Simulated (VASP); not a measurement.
# Adsorption sites of N on Rh(100), part 3 of 7

Aim: adsorption energies of N on the high-symmetry sites of Rh(100), at a coverage of 1/4.

VASP 6.6.1, plane waves and PAW; the level of theory is named at each step.

So far. Step 3 (The bulk reference, job self-consistent run, k-mesh …): The run ends at a pressure of -0.01 GPa. Step 4 (Relaxing the slab): The run ended after 7 ionic steps, 0.062 eV below its first step, once the forces on the free atoms met EDIFFG = -0.03.

## (5) Potential and states of the slab

Level of this step: RPBE; plane waves and PAW (Rh) (VASP).

A static run writes the electrostatic potential without exchange and correlation (LVHAR), which is flat in the vacuum and gives the level to count from. The dipole correction cancels the field that unlike faces would set up across the vacuum.

Contents of INCAR:

```
SYSTEM = Rh
PREC = Normal
ENCUT = 440
EDIFF = 1E-06
NELM = 120
ISMEAR = 1
SIGMA = 0.15
LREAL = Auto
ALGO = Fast
GGA = RP
NBANDS = 89
LASPH = .TRUE.
LORBIT = 11
LWAVE = .FALSE.
LCHARG = .FALSE.
KPAR = 2
NCORE = 2
IDIPOL = 3
LDIPOL = .TRUE.
DIPOL = 0.5 0.5 0.499
LVHAR = .TRUE.
LVACPOTAV = .TRUE.
NEDOS = 1500
```

Contents of POSCAR:

```
Rh
1.0
    5.4415035991      0.0000000000      0.0000000000
    0.0000000000      5.4415035991      0.0000000000
    0.0000000000      0.0000000000     20.7715861422
Rh
16
Selective dynamics
Direct
    0.2500000000      0.2500000000      0.3610701600  F F F
    0.7500000000      0.2500000000      0.3610701600  F F F
    0.2500000000      0.7500000000      0.3610701600  F F F
    0.7500000000      0.7500000000      0.3610701600  F F F
    0.0000000000      0.0000000000      0.4536900500  F F F
    0.5000000000      0.0000000000      0.4536900500  F F F
    0.0000000000      0.5000000000      0.4536900500  F F F
    0.5000000000      0.5000000000      0.4536900500  F F F
    0.2500000000      0.2500000000      0.5463579440  T T T
    0.7500000000      0.2500000000      0.5463579440  T T T
    0.2500000000      0.7500000000      0.5463579440  T T T
    0.7500000000      0.7500000000      0.5463579440  T T T
    0.0000000000      0.0000000000      0.6355158680  T T T
    0.5000000000      0.0000000000      0.6355158680  T T T
    0.0000000000      0.5000000000      0.6355158680  T T T
    0.5000000000      0.5000000000      0.6355158680  T T T
```

Contents of KPOINTS:

```
Automatic mesh
0
Gamma
4 4 1
0 0 0
```

Potentials, in the order of the species: Rh (PBE family, release 64).

Command:

```console
mpirun -np 4 vasp_std
```

The program printed:

```text
[... set-up lines as in an earlier step ...]
 entering main loop
       N       E                     dE             d eps       ncg     rms          rms(c)
DAV:   1     0.839273385726E+03    0.83927E+03   -0.58709E+04  1068   0.122E+03
DAV:   2    -0.507453676339E+02   -0.89002E+03   -0.83234E+03  1191   0.279E+02
DAV:   3    -0.101997358206E+03   -0.51252E+02   -0.44809E+02  1384   0.590E+01
DAV:   4    -0.104677319318E+03   -0.26800E+01   -0.25307E+01  1421   0.127E+01
DAV:   5    -0.104772901937E+03   -0.95583E-01   -0.94136E-01  1470   0.229E+00    0.325E+01
RMM:   6    -0.987476293797E+02    0.60253E+01   -0.16316E+01  1071   0.149E+01    0.136E+01
RMM:   7    -0.108041265147E+03   -0.92936E+01   -0.18786E+01  1167   0.106E+01    0.256E+01
RMM:   8    -0.986272011442E+02    0.94141E+01   -0.68851E+00  1117   0.816E+00    0.849E+00
RMM:   9    -0.988289536862E+02   -0.20175E+00   -0.12686E+00  1155   0.235E+00    0.956E+00
RMM:  10    -0.982791413714E+02    0.54981E+00   -0.89789E-01  1181   0.241E+00    0.500E+00
RMM:  11    -0.980917492522E+02    0.18739E+00   -0.32564E-01  1112   0.171E+00    0.236E+00
RMM:  12    -0.980361565239E+02    0.55593E-01   -0.55748E-02  1141   0.707E-01    0.423E-01
RMM:  13    -0.980350855045E+02    0.10710E-02   -0.15372E-02  1291   0.254E-01    0.208E-01
RMM:  14    -0.980291741438E+02    0.59114E-02   -0.58579E-03  1199   0.177E-01    0.130E-01
RMM:  15    -0.980277204832E+02    0.14537E-02   -0.20575E-03  1255   0.104E-01    0.861E-02
RMM:  16    -0.980263405768E+02    0.13799E-02   -0.15436E-03  1241   0.681E-02    0.708E-02
RMM:  17    -0.980265243205E+02   -0.18374E-03   -0.22821E-04  1246   0.367E-02    0.190E-02
RMM:  18    -0.980267522130E+02   -0.22789E-03   -0.15913E-04  1278   0.236E-02    0.907E-03
RMM:  19    -0.980268849102E+02   -0.13270E-03   -0.59642E-05  1276   0.118E-02    0.776E-03
RMM:  20    -0.980270194409E+02   -0.13453E-03   -0.34528E-05  1085   0.970E-03    0.128E-02
RMM:  21    -0.980271007942E+02   -0.81353E-04   -0.76642E-06   814   0.597E-03    0.667E-03
RMM:  22    -0.980272429978E+02   -0.14220E-03   -0.82003E-06   777   0.477E-03    0.224E-03
RMM:  23    -0.980273009364E+02   -0.57939E-04   -0.44391E-06   710   0.282E-03    0.159E-03
RMM:  24    -0.980273174522E+02   -0.16516E-04   -0.11953E-06   591   0.172E-03    0.900E-04
RMM:  25    -0.980273229408E+02   -0.54886E-05   -0.59323E-07   405   0.119E-03    0.380E-04
RMM:  26    -0.980273239167E+02   -0.97596E-06   -0.23511E-07   273   0.931E-04
 -----------------------------------------------------------------------------
|                                                                             |
|           W    W    AA    RRRRR   N    N  II  N    N   GGGG   !!!           |
|           W    W   A  A   R    R  NN   N  II  NN   N  G    G  !!!           |
|           W    W  A    A  R    R  N N  N  II  N N  N  G       !!!           |
|           W WW W  AAAAAA  RRRRR   N  N N  II  N  N N  G  GGG   !            |
|           WW  WW  A    A  R   R   N   NN  II  N   NN  G    G                |
|           W    W  A    A  R    R  N    N  II  N    N   GGGG   !!!           |
|                                                                             |
|     Did not find any points to average over, which means that no vacuum     |
|     field-free region was found. Please increase the size of  your cell     |
|     in the dimension of the dipole correction to obtain accurate            |
|     workfunction values.                                                    |
|                                                                             |
 -----------------------------------------------------------------------------

   1 F= -.98027324E+02 E0= -.98027186E+02  d E =-.413704E-03
```

Elapsed: 41 s, on 4 MPI ranks of Intel Xeon 6975P-C (Granite Rapids), shared host; peak memory 1 GiB; 2.7 min of CPU time.

OUTCAR, selected parts (step 5):

```text
   NELECT =     144.0000    total number of electrons

 dipolmoment           0.000000      0.000000      0.000516 electrons x Angstroem

 E-fermi :   1.0679

 k-point     1 :       0.0000    0.0000    0.0000
  band No.  band energies     occupation
    ...
     63       0.8216      2.04227
     64       0.8587      2.06394
     65       0.8587      2.06394
     66       0.9280      2.03327
     67       0.9280      2.03327
     68       1.1211      0.44006
     69       1.1211      0.44006
     70       1.3407     -0.02747
     71       1.3431     -0.02628
     72       1.4677     -0.00107
    ...

  Total      -10.9546198    -10.9546198     -2.9281156      0.0000000      0.0000000      0.0000000
  in kB      -28.5364791    -28.5364791     -7.6276595      0.0000000      0.0000000      0.0000000
  external PRESSURE =     -21.5668726 kB  Pullay stress =       0.0000000 kB

 POSITION                                       TOTAL-FORCE (eV/Angst)
 -----------------------------------------------------------------------------------
      1.36038      1.36038      7.50000        -0.000000     -0.000000      0.440515
      4.08113      1.36038      7.50000        -0.000000     -0.000000      0.440515
      1.36038      4.08113      7.50000         0.000000     -0.000000      0.440515
      4.08113      4.08113      7.50000         0.000000     -0.000000      0.440515
      0.00000      0.00000      9.42386        -0.000000      0.000000     -0.493452
      2.72075      0.00000      9.42386         0.000000      0.000000     -0.493452
      0.00000      2.72075      9.42386        -0.000000     -0.000000     -0.493452
      2.72075      2.72075      9.42386         0.000000     -0.000000     -0.493452
      1.36038      1.36038     11.34872        -0.000000     -0.000000      0.026920
      4.08113      1.36038     11.34872        -0.000000      0.000000      0.026920
      1.36038      4.08113     11.34872        -0.000000      0.000000      0.026920
      4.08113      4.08113     11.34872        -0.000000      0.000000      0.026920
      0.00000      0.00000     13.20067        -0.000000      0.000000      0.026017
      2.72075      0.00000     13.20067        -0.000000      0.000000      0.026017
      0.00000      2.72075     13.20067         0.000000      0.000000      0.026017
      2.72075      2.72075     13.20067        -0.000000      0.000000      0.026017
 -----------------------------------------------------------------------------------
    total drift:                                0.000000      0.000000     -0.006575

  FREE ENERGIE OF THE ION-ELECTRON SYSTEM (eV)
  ---------------------------------------------------
  free  energy   TOTEN  =       -98.0273239167 eV

  energy  without entropy=      -98.0269102129  energy(sigma->0) =      -98.02718602

 vacuum level on the upper side and lower side of the slab         5.965         5.962

[... 7 parts as in an earlier step ...]

[... 10 further parts left out ...]
```

This step gave:

| Item | Value |
| --- | --- |
| electronic cycles | 26 |
| Fermi energy | 1.068 eV |
| dipole moment | 0, 0, 5.16e-4 e·Å |
| vacuum levels | 5.965, 5.962 eV |
| work functions of the upper and lower face | 4.897, 4.894 eV |

The planar average of the electrostatic potential oscillates, so the rows of the table below give means over windows of 1 Å about each position, cut where the curve ends. Its maxima inside the range that stand out by 2 % of the span (Å: eV): 8.5: -2.85, 10.4: -3.16, 12.3: -4.16. Its minima: 7.5: -17.5, 9.4: -17.9, 11.3: -18.0, 13.2: -17.6.

Zero at the Fermi level. Planar average of the electrostatic potential against height; means over each step:

| height (Å) | planar average of the electrostatic potential (eV) |
| --- | --- |
| 0 | 4.89 |
| 1 | 4.89 |
| 2 | 4.89 |
| 3 | 4.89 |
| 4 | 4.89 |
| 5 | 4.79 |
| 6 | 3.59 |
| 7 | -9.63 |
| 8 | -10.5 |
| 9 | -11.9 |
| 10 | -9.83 |
| 11 | -13.1 |
| 12 | -9.30 |
| 13 | -14.4 |
| 14 | -4.03 |
| 15 | 4.29 |
| 16 | 4.85 |
| 17 | 4.89 |
| 18 | 4.90 |
| 19 | 4.90 |
| 20 | 4.90 |

Density of states in the PAW spheres, an atom over height of the layer and energy from the Fermi level.

Values in states/eV, 22 rows by 4 columns, each cell a mean:
```
1.48 1.93 1.90 1.43
2.37 1.58 1.61 2.25
2.20 1.18 1.11 2.00
2.06 1.45 1.39 2.16
1.69 1.34 1.23 1.52
2.66 1.50 1.21 2.52
1.54 0.83 0.80 1.62
2.02 1.93 2.03 2.04
1.32 1.96 2.06 1.44
1.12 1.28 1.22 1.01
1.28 1.41 1.17 1.08
1.35 1.52 1.48 1.35
1.16 1.58 1.51 1.22
0.60 1.66 1.93 0.87
0.44 1.92 2.27 0.69
0.18 0.85 1.03 0.27
0.02 0.11 0.14 0.03
0.03 0.09 0.10 0.03
0.02 0.09 0.10 0.03
0.01 0.02 0.02 0.01
0.00 0.00 0.00 0.00
0.00 0.00 0.00 0.00
```
Columns: height of the layer (Å) from 7.5 to 13.2; rows upwards: energy from the Fermi level (eV) from -7.9 to 0.5.

Force by atom:

| atom | x (eV/Å) | y (eV/Å) | z (eV/Å) | size |
| --- | --- | --- | --- | --- |
| Rh1 | 0.000 | 0.000 | 0.441 | 0.441 |
| Rh2 | 0.000 | 0.000 | 0.441 | 0.441 |
| Rh3 | 0.000 | 0.000 | 0.441 | 0.441 |
| Rh4 | 0.000 | 0.000 | 0.441 | 0.441 |
| Rh5 | 0.000 | 0.000 | -0.493 | 0.493 |
| Rh6 | 0.000 | 0.000 | -0.493 | 0.493 |
| Rh7 | 0.000 | 0.000 | -0.493 | 0.493 |
| Rh8 | 0.000 | 0.000 | -0.493 | 0.493 |
| Rh9 | 0.000 | 0.000 | 0.027 | 0.027 |
| Rh10 | 0.000 | 0.000 | 0.027 | 0.027 |
| Rh11 | 0.000 | 0.000 | 0.027 | 0.027 |
| Rh12 | 0.000 | 0.000 | 0.027 | 0.027 |
| Rh13 | 0.000 | 0.000 | 0.026 | 0.026 |
| Rh14 | 0.000 | 0.000 | 0.026 | 0.026 |
| Rh15 | 0.000 | 0.000 | 0.026 | 0.026 |
| Rh16 | 0.000 | 0.000 | 0.026 | 0.026 |

The map of layer states is cut here 0.5 eV above the Fermi level, so it leaves out the states above that.

The vacuum level lies 4.90 eV above the Fermi level at the upper face; both faces agree, as the slab has next to no dipole.

The program found no field-free point at its default tolerance, but its printed level agrees with the flat part of the planar average.

On this mesh the fine structure of the density of states is sampling noise, and high empty states may be cut by the number of bands.

(Part 3 of 7 ends here.)

[Lines on the potential files, build, host, timing and source positions are cut from VASP's logs without a mark.]

[Logs are printed without paths, hosts, clocks, repeated set-up lines and the standing remarks that a program may print on its own settings, such as how far it seeks lower states.]

[Hosts, paths, dates, database ids (printed as entryN), source tags and the programs' standing remarks are cut or masked in the printed files.]

[Runs that stopped without an error message from VASP are left out.]
